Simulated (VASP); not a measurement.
```xyz
6
Lattice="4.3246 0.0000 0.0000 0.0000 4.3246 0.0000 0.0000 0.0000 2.8714" Properties=species:S:1:pos:R:3 pbc="T T T"
Cr     0.0000     0.0000     0.0000
Cr     2.1623     2.1623     1.4357
O      1.3061     1.3061     0.0000
O      3.4684     0.8562     1.4357
O      0.8562     3.4684     1.4357
O      3.0184     3.0184     0.0000
```
Starting moments (μB, in the order of the record's atoms Cr Cr O O O O): 2.1 2.1 -0.1 -0.1 -0.1 -0.1.

All values below come from PBE GGA, VASP's PBE PAW potentials (set 64) (plane waves; VASP 6.6.1). Numerical set-up: 620 eV cut-off, 7×7×11 Γ-centred mesh, first-order Methfessel-Paxton smearing of 0.10 eV, potentials Cr_pv O.

Q: What does the run give for the cell moment, energy per atom (σ→0), pressure, band gap (on the k-mesh) with the smallest direct gap where there is one?

A: 
```
Quantity                                                     Value
------------------------  ----------------------------------------
band gap (on the k-mesh)  none (metal, semimetal or under 0.01 eV)
cell moment                                                4.00 μB
energy per atom (σ→0)                               -8.352 eV/atom
pressure                                                 20.04 GPa
```

Q: Give the moment on each site (PAW-sphere projection).

A: 
| site | moment (μB) |
|---|---|
| Cr1 | 2.05 |
| Cr2 | 2.05 |
| O3 | -0.05 |
| O4 | -0.05 |
| O5 | -0.05 |
| O6 | -0.05 |

Only differences to runs with the same potentials and settings are physical.

The compound is CrO2 in the rutile structure. It was relaxed first under an external pressure of 20 GPa.
